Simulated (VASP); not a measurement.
Computed with LDA (Ceperley-Alder, Perdew-Zunger), VASP's LDA PAW potentials (set 64) (plane waves; VASP).

The input files of a VASP run:

INCAR:
```
# general
SYSTEM  = CuZn
PREC    = Accurate
ENCUT   = 500   # plane-wave cut-off (eV)
LREAL   = .FALSE.   # projection in real space or not
LASPH   = .TRUE.

# electronic loop
EDIFF   = 1E-6   # SCF stop (eV)
NELM    = 100   # most electronic steps
ALGO    = Normal
LMAXMIX = 4

# smearing
ISMEAR  = 1
SIGMA   = 0.1   # width (eV)

# ions
IBRION  = 2   # conjugate gradients
NSW     = 40   # most ionic steps
ISIF    = 3   # ions, shape and volume
EDIFFG  = -0.02
PSTRESS = 300

# output
LWAVE   = .FALSE.
LCHARG  = .FALSE.
```

File POSCAR:
```
CuZn
1
    2.7456683692     0.0000000000     0.0000000000
    0.0000000000     2.7456683692    -0.0000000000
   -0.0000000000    -0.0000000000     2.7456683692
Zn Cu
1 1
Direct
  0.5000000000   0.5000000000   0.5000000000
  0.0000000000   0.0000000000   0.0000000000
```

KPOINTS:
```
Automatic mesh
0
G
 13 13 13
```

POTCAR, in this order: Zn Cu (LDA.64 set). Program: vasp_std.

What VASP printed:

**OSZICAR**
```
       N       E                     dE             d eps       ncg     rms          rms(c)
DAV:   1     0.106323955765E+03    0.10632E+03   -0.11318E+04  2688   0.267E+03
DAV:   2    -0.482316775439E+01   -0.11115E+03   -0.10841E+03  2534   0.332E+02
DAV:   3    -0.786825289667E+01   -0.30451E+01   -0.30375E+01  3108   0.747E+01
DAV:   4    -0.788729311630E+01   -0.19040E-01   -0.19039E-01  2968   0.512E+00
DAV:   5    -0.788753499402E+01   -0.24188E-03   -0.24188E-03  3268   0.609E-01    0.119E+01
DAV:   6    -0.730893573907E+01    0.57860E+00   -0.15963E+01  2726   0.121E+02    0.532E+00
DAV:   7    -0.657191554502E+01    0.73702E+00   -0.37651E+00  2760   0.118E+02    0.352E+00
DAV:   8    -0.655321597734E+01    0.18700E-01   -0.15525E-01  2688   0.625E+00    0.171E+00
DAV:   9    -0.653930390940E+01    0.13912E-01   -0.15506E-02  3368   0.319E+00    0.136E-01
DAV:  10    -0.653922558200E+01    0.78327E-04   -0.11541E-03  3967   0.802E-01    0.306E-02
DAV:  11    -0.653922949676E+01   -0.39148E-05   -0.85565E-05  3549   0.351E-01    0.967E-03
DAV:  12    -0.653922842162E+01    0.10751E-05   -0.14128E-05  3095   0.131E-01    0.445E-03
DAV:  13    -0.653922828146E+01    0.14016E-06   -0.79937E-07  1463   0.291E-02
   1 F= -.26634858E+01 E0= -.26636674E+01  d E =-.266349E+01
```

File OUTCAR:
```
------------------------ aborting loop because EDIFF is reached ----------------------------------------
  FORCE on cell =-STRESS in cart. coord.  units (eV):
  Direction    XX          YY          ZZ          XY          YZ          ZX
  --------------------------------------------------------------------------------------
  Total        3.8365831      3.8365831      3.8365831      0.0000000     -0.0000000     -0.0000000
  in kB      296.9688894    296.9688894    296.9688894      0.0000000     -0.0000000     -0.0000000
  external PRESSURE =      -3.0311106 kB  Pullay stress =     300.0000000 kB
  volume of cell :       20.70
      direct lattice vectors                 reciprocal lattice vectors
     2.745668369  0.000000000  0.000000000     0.364210045  0.000000000  0.000000000
     0.000000000  2.745668369  0.000000000     0.000000000  0.364210045  0.000000000
     0.000000000  0.000000000  2.745668369     0.000000000  0.000000000  0.364210045
 POSITION                                       TOTAL-FORCE (eV/Angst)
 -----------------------------------------------------------------------------------
      1.37283      1.37283      1.37283         0.000000      0.000000      0.000000
      0.00000      0.00000      0.00000         0.000000      0.000000      0.000000
 -----------------------------------------------------------------------------------
    total drift:                               -0.000000      0.000000      0.000000
  FREE ENERGIE OF THE ION-ELECTRON SYSTEM (eV)
  ---------------------------------------------------
  free  energy   TOTEN  =        -6.5392282815 eV

  energy  without entropy=       -6.5397732036  energy(sigma->0) =       -6.53940992
  enthalpy is  TOTEN    =        -2.6634857930 eV   P V=        3.8757424885

 reached required accuracy - stopping structural energy minimisation
```
(Selected blocks of OUTCAR.)

The compound is CuZn in the CsCl type structure. It was relaxed first under an external pressure of 30 GPa. The electron count is odd and the run is not spin-polarised, which forces a metal.
